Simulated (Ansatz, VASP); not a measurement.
## HfN in two plane-wave programs

One calculation is typed for both programs; each brings its own data sets. How far apart do they land? The cell is taken from a series of runs on this material, whose earlier steps may have relaxed, scaled, displaced or heated it; both programs get it as it stands.

Method: plane waves, with VASP 6.6.1 beside it; PBEsol, in Ansatz 0.2.0.

## Step 1: The structure

The structure is cubic, space group Fm-3m (No. 225). The conventional cell has a = 4.410 Å, b = 4.410 Å, c = 4.410 Å, α = 90.00°, β = 90.00°, γ = 90.00°. Nearest to N lie 6 Hf at 2.20 Å. Nearest to Hf lie 6 N at 2.20 Å. Farther neighbours and most contacts between anions are not listed.

Structure file:

```xyz
2
Lattice="0.0000 2.2049 2.2049 2.2049 0.0000 2.2049 2.2049 2.2049 0.0000" Properties=species:S:1:pos:R:3 pbc="T T T"
N     2.2049    2.2049    2.2049
Hf    2.2049    2.2049    0.0000
```

## Step 2: VASP: zone-centre phonons, PBEsol, pair 1

Second derivatives magnify differences that forces hide, and they need a tight electronic threshold.

Lines of VASP's logs that name or quote its potential files are left out, and so is its time.

File INCAR:

```
SYSTEM = HfN
PREC = Accurate
ENCUT = 600
EDIFF = 1E-08
NELM = 120
ISMEAR = 1
SIGMA = 0.2
LREAL = .FALSE.
ALGO = Normal
GGA = PS
NBANDS = 13
LASPH = .TRUE.
LORBIT = 11
LWAVE = .FALSE.
LCHARG = .FALSE.
ISIF = 2
IBRION = 8
GGA_COMPAT = .FALSE.
KPAR = 2
```

File POSCAR:

```
HfN
1.0
    0.0000000000      2.2048666111      2.2048666111
    2.2048666111      0.0000000000      2.2048666111
    2.2048666111      2.2048666111      0.0000000000
N Hf
1 1
Direct
    0.5000000000      0.5000000000      0.5000000000
    0.0000000000      0.0000000000      1.0000000000
```

File KPOINTS:

```
Automatic mesh
0
Gamma
16 16 16
0 0 0
```

The projector-augmented-wave data sets are N and Hf_pv (PBE family, release 64).

Started as:

```bash
$ mpirun -np 2 vasp_std
```

Numbers of over 12 decimals in the logs are rounded to 6 here.

Log:

```text
[banner, memory and clock lines left out]
running    2 mpi-ranks, on    1 nodes
 distrk:  each k-point on    1 cores,    2 groups
 distr:  one band on    1 cores,    1 groups

 POSCAR found type information on POSCAR N Hf
 POSCAR found :  2 types and       2 ions
|                                                                             |
|               ----> ADVICE to this user running VASP <----                  |
|                                                                             |
|     You enforced a specific xc type in the INCAR file but a different       |
|     [... a line on the potential file left out ...]
|     I HOPE YOU KNOW WHAT YOU ARE DOING!                                     |
|                                                                             |

 LDA part: xc-table for (Slater+PW92), standard interpolation
 POSCAR, INCAR and KPOINTS ok, starting setup
 FFT: planning ... GRIDC
 FFT: planning ... GRID_SOFT
 FFT: planning ... GRID
 WAVECAR not read
 entering main loop
       N       E                     dE             d eps       ncg     rms          rms(c)
DAV:   1     0.428955121744E+02    0.42896E+02   -0.87006E+03  3778   0.124E+03
DAV:   2    -0.233021325650E+02   -0.66198E+02   -0.62060E+02  4878   0.271E+02
DAV:   3    -0.256531288907E+02   -0.23510E+01   -0.23337E+01  4563   0.434E+01
DAV:   4    -0.256647862745E+02   -0.11657E-01   -0.11655E-01  4150   0.325E+00
DAV:   5    -0.256648695467E+02   -0.83272E-04   -0.83263E-04  4558   0.244E-01    0.581E+01
DAV:   6    -0.230113323287E+02    0.26535E+01   -0.79840E+00  4508   0.238E+01    0.466E+01
DAV:   7    -0.229553540705E+02    0.55978E-01   -0.48700E-01  4090   0.630E+00    0.269E+01
DAV:   8    -0.229372263664E+02    0.18128E-01   -0.71067E-02  4565   0.246E+00    0.524E+00
DAV:   9    -0.229327789878E+02    0.44474E-02   -0.18561E-02  4450   0.108E+00    0.209E+00
DAV:  10    -0.229324369714E+02    0.34202E-03   -0.20705E-03  4551   0.429E-01    0.444E-01
DAV:  11    -0.229323918042E+02    0.45167E-04   -0.14382E-04  4415   0.127E-01    0.671E-02
DAV:  12    -0.229323907568E+02    0.10473E-05   -0.10573E-05  4654   0.289E-02    0.166E-02
DAV:  13    -0.229323904010E+02    0.35579E-06   -0.33367E-07  4632   0.578E-03    0.947E-03
DAV:  14    -0.229323903583E+02    0.42716E-07   -0.20684E-08  4436   0.139E-03    0.649E-03
DAV:  15    -0.229323903774E+02   -0.19107E-07   -0.12744E-08  2632   0.114E-03    0.597E-04
DAV:  16    -0.229323903811E+02   -0.36498E-08   -0.18793E-09  1935   0.517E-04
   1 F= -.22932390E+02 E0= -.22932342E+02  d E =-.145546E-03
 Linear response reoptimize wavefunctions to high precision
DAV:   1    -0.229323903804E+02    0.70713E-09   -0.12253E-10  2280   0.119E-04
DAV:   2    -0.229323903804E+02   -0.12278E-10   -0.14173E-11  1925   0.454E-05
 Linear response DOF=           2
 Linear response progress:
  Degree of freedom:   1/  2
       N       E                     dE             d eps       ncg     rms          rms(c)
RMM:   1    -0.233587545670E+00   -0.23359E+00    0.16294E-01 20048   0.303E+00
RMM:   2    -0.230800790160E+00    0.27868E-02   -0.36654E-03 14300   0.476E-01    0.691E-01
RMM:   3    -0.231737021365E+00   -0.93623E-03   -0.54626E-04 12860   0.153E-01    0.384E-01
RMM:   4    -0.233286409375E+00   -0.15494E-02   -0.44159E-04 12721   0.138E-01    0.512E-02
RMM:   5    -0.233235401373E+00    0.51008E-04   -0.14590E-05 15280   0.304E-02    0.198E-02
RMM:   6    -0.233194884391E+00    0.40517E-04   -0.75495E-07 15166   0.582E-03    0.128E-02
RMM:   7    -0.233186155527E+00    0.87289E-05   -0.69325E-08 15341   0.200E-03    0.588E-03
RMM:   8    -0.233184675031E+00    0.14805E-05    0.93443E-10 16394   0.400E-04    0.164E-03
RMM:   9    -0.233186246982E+00   -0.15720E-05    0.59226E-09 15752   0.166E-04    0.765E-05
RMM:  10    -0.233186151416E+00    0.95566E-07    0.14459E-08 16663   0.258E-05    0.856E-05
RMM:  11    -0.233186084170E+00    0.67246E-07    0.18421E-09 16101   0.682E-06    0.126E-05
RMM:  12    -0.233186092314E+00   -0.81440E-08   -0.74737E-09 12861   0.175E-06    0.449E-06
 first order change of Fermi-energy   0.55779E-04
 force on displaced ion       1 direction 1 : -15.274   0.000   0.000
 Linear response progress:
  Degree of freedom:   2/  2
       N       E                     dE             d eps       ncg     rms          rms(c)
RMM:   1    -0.207063873357E+00   -0.20706E+00    0.35267E+00 10586   0.115E+01
RMM:   2    -0.202979474513E+00    0.40844E-02   -0.26249E-02 13897   0.122E+00    0.681E-01
RMM:   3    -0.202406996524E+00    0.57248E-03   -0.63590E-04 16704   0.138E-01    0.370E-01
RMM:   4    -0.201855275130E+00    0.55172E-03   -0.77395E-05 18078   0.621E-02    0.146E-01
RMM:   5    -0.201598446259E+00    0.25683E-03   -0.12970E-05 19084   0.252E-02    0.152E-02
RMM:   6    -0.201613599564E+00   -0.15153E-04   -0.87908E-06 17993   0.107E-02    0.112E-02
RMM:   7    -0.201612038123E+00    0.15614E-05    0.47304E-06 19625   0.216E-03    0.834E-03
RMM:   8    -0.201611144381E+00    0.89374E-06   -0.18245E-06 19704   0.658E-04    0.190E-03
RMM:   9    -0.201610789044E+00    0.35534E-06   -0.28010E-06 20067   0.264E-04    0.306E-04
RMM:  10    -0.201610894036E+00   -0.10499E-06   -0.20226E-06 19959   0.835E-05    0.228E-05
RMM:  11    -0.201610905430E+00   -0.11394E-07   -0.93240E-07 20088   0.334E-05    0.255E-05
RMM:  12    -0.201610915863E+00   -0.10433E-07   -0.50936E-07 17520   0.153E-05    0.242E-05
RMM:  13    -0.201610921053E+00   -0.51903E-08   -0.25897E-07 15059   0.782E-06    0.130E-05
RMM:  14    -0.201610924749E+00   -0.36959E-08   -0.13746E-07 13711   0.459E-06    0.384E-06
RMM:  15    -0.201610925966E+00   -0.12169E-08   -0.73855E-08 12135   0.278E-06    0.216E-07
 first order change of Fermi-energy   0.10032E-03
 force on displaced ion       2 direction 1 : -15.271   0.000   0.000
 Linear response finished
```

Parts of OUTCAR (step 2):

```text
ion  position               nearest neighbor table
   1  0.500  0.500  0.500-   2 2.20   2 2.20   2 2.20   2 2.20   2 2.20   2 2.20
   2  0.000  0.000  0.000-   1 2.20   1 2.20   1 2.20   1 2.20   1 2.20   1 2.20

  LATTYP: Found a face centered cubic cell.
 ALAT       =     4.4097332222

 Subroutine GETGRP returns: Found 48 space group operations
 (whereof 48 operations were pure point group operations)

The static configuration has the point symmetry O_h .

 Found    145 irreducible k-points:

   k-points           NKPTS =    145   k-points in BZ     NKDIM =    145   number of bands    NBANDS=     13

   dimension x,y,z NGX =    28 NGY =   28 NGZ =   28
   dimension x,y,z NGXF=    56 NGYF=   56 NGZF=   56

   ENCUT  =  600.0 eV  44.10 Ry    6.64 a.u.   6.23  6.23  6.23*2*pi/ulx,y,z

   NELECT =      15.0000    total number of electrons

 k-points in reciprocal lattice and weights: Automatic mesh
   0.00000000  0.00000000  0.00000000       0.000
   0.06250000  0.00000000  0.00000000       0.002
   0.12500000  0.00000000  0.00000000       0.002
   0.18750000  0.00000000  0.00000000       0.002
   0.25000000  0.00000000  0.00000000       0.002
   0.31250000  0.00000000  0.00000000       0.002
   0.37500000  0.00000000  0.00000000       0.002
   0.43750000  0.00000000  0.00000000       0.002
   0.50000000  0.00000000  0.00000000       0.001
[...]
-0.31250000  0.50000000  0.18750000       0.003
  -0.25000000  0.50000000  0.25000000       0.001

 average (electrostatic) potential at core
       1 -61.0350       2 -33.4756

  Total        2.3688865      2.3688865      2.3688865      0.0000000     -0.0000000      0.0000000
  in kB      177.0426401    177.0426401    177.0426401      0.0000000     -0.0000000      0.0000000
  external PRESSURE =     177.0426401 kB  Pullay stress =       0.0000000 kB

  energy-cutoff  :      600.00
  volume of cell :       21.44
      direct lattice vectors                 reciprocal lattice vectors
     0.000000000  2.204866611  2.204866611    -0.226771088  0.226771088  0.226771088
     2.204866611  0.000000000  2.204866611     0.226771088 -0.226771088  0.226771088
     2.204866611  2.204866611  0.000000000     0.226771088  0.226771088 -0.226771088

 POSITION                                       TOTAL-FORCE (eV/Angst)
 -----------------------------------------------------------------------------------
      2.20487      2.20487      2.20487        -0.000000      0.000000     -0.000000
      0.00000      0.00000      0.00000         0.000000     -0.000000      0.000000
 -----------------------------------------------------------------------------------
    total drift:                                0.000000      0.000000      0.000000

 Eigenvectors and eigenvalues of the dynamical matrix
 ----------------------------------------------------

   1 f  =   16.956514 THz   106.540919 2PiTHz  565.608421 cm-1    70.126475 meV
             X         Y         Z           dx          dy          dz
      2.204867  2.204867  2.204867     0.000000    0.962951    0.000000
      0.000000  0.000000  0.000000     0.000000   -0.269676    0.000000

   2 f  =   16.956514 THz   106.540919 2PiTHz  565.608421 cm-1    70.126475 meV
             X         Y         Z           dx          dy          dz
      2.204867  2.204867  2.204867     0.962951    0.000000    0.000000
      0.000000  0.000000  0.000000    -0.269676    0.000000    0.000000

   3 f  =   16.956514 THz   106.540919 2PiTHz  565.608421 cm-1    70.126475 meV
             X         Y         Z           dx          dy          dz
      2.204867  2.204867  2.204867     0.000000    0.000000    0.962951
      0.000000  0.000000  0.000000     0.000000    0.000000   -0.269676

   4 f/i=    0.000354 THz     0.002226 2PiTHz    0.011817 cm-1     0.001465 meV
             X         Y         Z           dx          dy          dz
      2.204867  2.204867  2.204867     0.000000   -0.269676    0.000000
      0.000000  0.000000  0.000000     0.000000   -0.962951    0.000000

   5 f/i=    0.000354 THz     0.002226 2PiTHz    0.011817 cm-1     0.001465 meV
             X         Y         Z           dx          dy          dz
      2.204867  2.204867  2.204867    -0.269676    0.000000    0.000000
      0.000000  0.000000  0.000000    -0.962951    0.000000    0.000000

   6 f/i=    0.000354 THz     0.002226 2PiTHz    0.011817 cm-1     0.001465 meV
             X         Y         Z           dx          dy          dz
      2.204867  2.204867  2.204867     0.000000    0.000000   -0.269676
      0.000000  0.000000  0.000000     0.000000    0.000000   -0.962951

 ELASTIC MODULI CONTR FROM IONIC RELAXATION (kBar)
 Direction    XX          YY          ZZ          XY          YZ          ZX
 --------------------------------------------------------------------------------
 XX           0.0000      0.0000      0.0000      0.0000      0.0000      0.0000
 YY           0.0000      0.0000      0.0000      0.0000      0.0000      0.0000
 ZZ           0.0000      0.0000      0.0000      0.0000      0.0000      0.0000
 XY           0.0000      0.0000      0.0000      0.0000      0.0000      0.0000
 YZ           0.0000      0.0000      0.0000      0.0000      0.0000      0.0000
 ZX           0.0000      0.0000      0.0000      0.0000      0.0000      0.0000
 --------------------------------------------------------------------------------
```

Harder data sets than Hf_pv exist (the GW ones), and pressures, volumes and forces can shift noticeably with them.

## Step 3: Ansatz: zone-centre phonons, PBEsol, pair 1

Ansatz runs on its PAW soft_1 files.

The same cell, functional, mesh and smearing now go to Ansatz, which takes its cutoff from its data sets.

File input.yaml:

```yaml
crystal:
  lattice:
    - [0.0, 2.2048666111, 2.2048666111]
    - [2.2048666111, 0.0, 2.2048666111]
    - [2.2048666111, 2.2048666111, 0.0]
  atoms:
    - { symbol: "N", position: [0.5, 0.5, 0.5] }
    - { symbol: Hf, position: [0.0, 0.0, 0.0] }
kpoints:
  mp_grid: { grid: [16, 16, 16] }
hamiltonian:
  xc: pbesol
  pseudopotentials: { kind: paw, azcp: { folder: soft_1 }, xc_functional: pbe }
scf:
  occupations: { method: methfessel_paxton, width: 0.2 }
output:
  eigenvalues: true
phonons:
  method: dfpt
```

Started as:

```bash
$ ansatz run input.yaml --threads 4 --pin off --max-ram 10240MiB --backend cpu --events-out ev --progress --plain --runs-dir out
```

Log:

```text
Engine: ansatz 0.2.0, x86_64-unknown-linux-gnu
Pseudopotentials: kind: paw
Pseudopotential: N, paw, valence charge 5, recommended cutoff 420 eV (normal), soft_1/N.paw.azcp
Pseudopotential: Hf, paw, valence charge 26, recommended cutoff 420 eV (normal), soft_1/Hf.paw.azcp
Functional definition: PBEsol
  exchange = pbesol_x
  correlation = pbesol_c
Crystal: 2 atoms, lattice volume = 21.438 Å³
Basis set: ecut = 420 eV, 411 PW (Γ), exchange–correlation on 48×48×48 points (8 copies of the dense FFT grid, shifted against one another)
Bands: 20, of which v1, the nominal top of the filled ones, is band 16 counted from 1 (15 counted from 0)
Symmetry: 48 space group operations
k-points: 349 of 4096 (irreducible under 8 space group operations, time reversal used)
Non-local potential: N, projectors of the file, l = 0: 2, l = 1: 2, l = 2: 1
Non-local potential: Hf, projectors of the file, l = 0: 3, l = 1: 2, l = 2: 2, l = 3: 3
PAW form: soft (Blöchl's): semilocal exchange-correlation on the pseudo side does not see the compensation charge
PAW frozen core: N, regenerated for the run's functional, and the local potential with it (the file was generated under x = pbe(κ = 0.804, μ = 0.219515), c = pbe(β = 0.066725))
PAW frozen core: Hf, regenerated for the run's functional, and the local potential with it (the file was generated under x = pbe(κ = 0.804, μ = 0.219515), c = pbe(β = 0.066725))
PAW one-centre angular grid: N, 110 points (default); XC on 64 Gauss nodes
PAW one-centre angular grid: Hf, 590 points (default); XC on 64 Gauss nodes
Initial density: superposition of atomic densities (chi_scale 0.1, normalization cell, long waves kept (reshape's long-wave potential 0.00 eV rms))
Initial wavefunctions: pseudopotential atomic-orbital guess
Functional: x = pbesol(κ = 0.804, μ = 0.123457), c = pbesol(β = 0.046)
SCF iter   1: F=—  HF=-15980.988584 eV  |F-HF|=—  |Δ(HF+E_count)|=         —  Δρ=4.99e-2  dr2=3.28e-1  ethr=3.10e-3  ⟨swp⟩=4.7  Hψ=29413  notcnv=0
preconditioner: auto → Kerker (q_TF=auto, 2.901 Å⁻¹)  [metal: Δε(μ)=0.017 eV  Ē_g=19.359 eV  σ=0.200 eV  W_gap=0.07  n_scr=14 (ndim 8)  ℏωp=43.2 eV  f_vac=0.000  D(μ)=0.52/eV (n_scr^D=0)]
SCF iter   2: F=—  HF=-15980.952745 eV  |F-HF|=—  |Δ(HF+E_count)|=   3.58e-2  S|Δr|=    0.00e0  Δρ=2.95e-2  dr2=8.32e-2  ethr=1.06e-3  ⟨swp⟩=1.2  Hψ=9916  notcnv=0  defer=2
SCF iter   3: F=—  HF=-15980.944004 eV  |F-HF|=—  |Δ(HF+E_count)|=   8.74e-3  S|Δr|=    0.00e0  Δρ=7.66e-3  dr2=8.86e-3  ethr=2.68e-4  ⟨swp⟩=1.0  Hψ=6908  notcnv=0  defer=2
SCF iter   4: F=—  HF=-15980.942499 eV  |F-HF|=—  |Δ(HF+E_count)|=   1.50e-3  S|Δr|=    0.00e0  Δρ=1.86e-3  dr2=4.89e-4  ethr=2.86e-5  ⟨swp⟩=2.0  Hψ=9842  notcnv=0  defer=2
SCF iter   5: F=—  HF=-15980.941975 eV  |F-HF|=—  |Δ(HF+E_count)|=   5.25e-4  S|Δr|=    0.00e0  Δρ=1.20e-3  dr2=1.75e-4  ethr=1.58e-6  ⟨swp⟩=2.2  Hψ=12505  notcnv=0  defer=2
SCF iter   6: F=—  HF=-15980.942001 eV  |F-HF|=—  |Δ(HF+E_count)|=   2.58e-5  S|Δr|=    0.00e0  Δρ=2.48e-4  dr2=8.30e-6  ethr=5.63e-7  ⟨swp⟩=2.3  Hψ=12152  notcnv=0  defer=4
SCF iter   7: F=—  HF=-15980.942002 eV  |F-HF|=—  |Δ(HF+E_count)|=   1.54e-6  S|Δr|=    0.00e0  Δρ=4.97e-5  dr2=3.30e-7  ethr=2.68e-8  ⟨swp⟩=2.1  Hψ=10028  notcnv=0  defer=4
SCF iter   8: F=—  HF=-15980.942003 eV  |F-HF|=—  |Δ(HF+E_count)|=   9.81e-7  S|Δr|=    0.00e0  Δρ=1.58e-5  dr2=5.41e-8  ethr=1.06e-9  ⟨swp⟩=2.1  Hψ=12182  notcnv=0  defer=4
SCF iter   9: F=—  HF=-15980.942003 eV  |F-HF|=—  |Δ(HF+E_count)|=   1.41e-8  S|Δr|=    0.00e0  Δρ=2.84e-6  dr2=1.26e-9  ethr=1.74e-10  ⟨swp⟩=2.0  Hψ=10782  notcnv=0  defer=4
SCF iter  10: F=—  HF=-15980.942003 eV  |F-HF|=—  |Δ(HF+E_count)|=  1.13e-10  S|Δr|=    0.00e0  Δρ=5.63e-7  dr2=3.90e-11  ethr=4.08e-12  ⟨swp⟩=2.1  Hψ=12436  notcnv=0  defer=4
SCF iter  11: F=-15980.942003 eV  HF=-15980.942003 eV  |F-HF|=0.00e0  |Δ(HF+E_count)|=  1.82e-12  S|Δr|=    0.00e0  Δρ=5.68e-8  dr2=4.50e-13  ethr=1.00e-12  ⟨swp⟩=7.2  Hψ=35830  notcnv=0
SCF 1 converged in 11 iterations: F = -15980.942003 eV  dr2 = 4.50e-13
  greatest PAW one-centre occupation: 0.998 electrons in one spin orbital (limit 2), on the Hf atom at site 1 (counted from 0), in its partial waves of l = 0
DFPT response loops at Γ: preconditioner auto → Kerker (q_TF=auto, 2.901 Å⁻¹) (partly filled bands, converged f_vac=0.000); β = 1.00, the filter's whole step (`scf.mixing.beta` (0.50) is not read by the response loops under this deck's `scf.mixing.preconditioner`; to damp them name `kerker` or `kerker_dos`, under which they read `scf.mixing.beta`, and type it under 1.00, their step now; both keys bind the ground state too); Broyden in place of MSR1
SCF converged after 11 iterations
Stability not checked: this state was not tested for a lower state beside it, because cold or Methfessel-Paxton smearing, or corrected tetrahedra, fill the levels in a way that the test cannot read (fill_not_monotonic; see scf.lower_state_search)
Free energy (F): -15980.942003 eV
Harris-Foulkes:  -15980.942003 eV  (|F-HF|=0.00e0)
Internal energy: -15980.941674 eV  (E = F + TS)
E sigma→0 (E₀):  -15980.941921 eV
Entropy (-TS):   -0.000329 eV (-0.165 meV/atom)
Fermi energy:    23.701955 eV
--- Per-component energies (eV) ---
  E_band       = 180.925409
  E_kinetic    = 544.919112
  E_local      = -5737.238368  (includes V_loc(G=0)·N_el)
  E_nonlocal   = 103.677514
  E_hartree    = 2845.681115
  E_xc         = -326.716162
  E_vxc        = -334.015819  (∫ρ·V_xc dr)
  E_paw        = -7702.431982  (= ΣΔE_a)
  E_vpaw       = -87.780364  (= ΣTr[D̂ρ^β])
  E_aug_tail   = 0.001142  (compensation charges beyond the density's cutoff)
  E_ewald      = -5710.113201
  E_core_change = 1.279155  (= ΣΔE_core)
  E_smearing   = -0.000329  (= −TS)
  E_closure    = -0.000000  (closes the sum)
  Σ components = -15980.942003   (vs F -15980.942003, Δ=0.00e0)
--- Band table (eV; the first three rows and the last of 349) ---
  k-point 0: bands = [... 12 lower, 20.7552, 20.7552, 20.7552, 23.2477, 23.2477, 23.2477, 25.7861, 25.7861]
  k-point 1: bands = [... 12 lower, 20.3198, 20.4757, 20.4757, 23.3959, 23.4010, 23.4010, 26.1335, 26.1335]
  k-point 2: bands = [... 12 lower, 19.3543, 19.8417, 19.8417, 23.6511, 23.7957, 23.7957, 27.0247, 27.0247]
  k-point 348: bands = [... 12 lower, 17.2841, 18.1243, 18.1243, 24.9286, 24.9286, 29.8102, 29.9823, 30.5122]
--- Phonons (Γ-DFPT): 2 representative perturbations + reference, on 349 of 4096 k-points (Σ response iterations 8) ---
  k mesh reduced under 8 symmetry operations, with k and −k counted as one. Each operation leaves every solved perturbation unchanged. A smaller set is not used because it would not reduce the number of displacements times k-points to solve
  ASR residual: 2.888e-5 → 0.000e0 eV/Å²; symmetrization residual: 1.087e-6 eV/Å²
  ASR residual per site (eV/Å²): 3.46e-6 2.89e-5
  Γ frequencies (cm⁻¹): 0.00 0.00 0.00 562.20 562.20 562.20
  non-analytic LO–TO correction: not included (Born effective charges unavailable; polar crystals: no LO–TO splitting at Γ)
```

The column dr2 measures how far the density is from self-consistency, as an energy; F and HF (Harris–Foulkes) agree once it is small.

## Step 4: Comparison

Known differences besides the potentials themselves: the data sets hold 31 valence electrons in Ansatz (on its PAW soft_1 files) and 15 in VASP; the cutoff is 420 eV in Ansatz and 600 eV in VASP; Ansatz makes its cores anew for this functional, VASP keeps those of its PBE data sets. Total energies have different zeros and are not compared.

The two programs side by side:

```csv
quantity,Ansatz,VASP,difference
optical mode 1 to 3 (cm⁻¹),562.2,565.6,-0.60 %
```

Modes are paired by rising frequency, not by their patterns, so a pair may set unlike modes beside each other; they are those without the splitting of longitudinal modes.

(Part 1 of 2 ends here.)

[Lines on the potential files, build, host, timing and source positions are cut from VASP's logs without a mark.]

[Logs are printed without paths, hosts, clocks, repeated set-up lines and the standing remarks that a program may print on its own settings, such as how far it seeks lower states.]

[Hosts, paths, dates, database ids (printed as entryN), source tags and the programs' standing remarks are cut or masked in the printed files.]
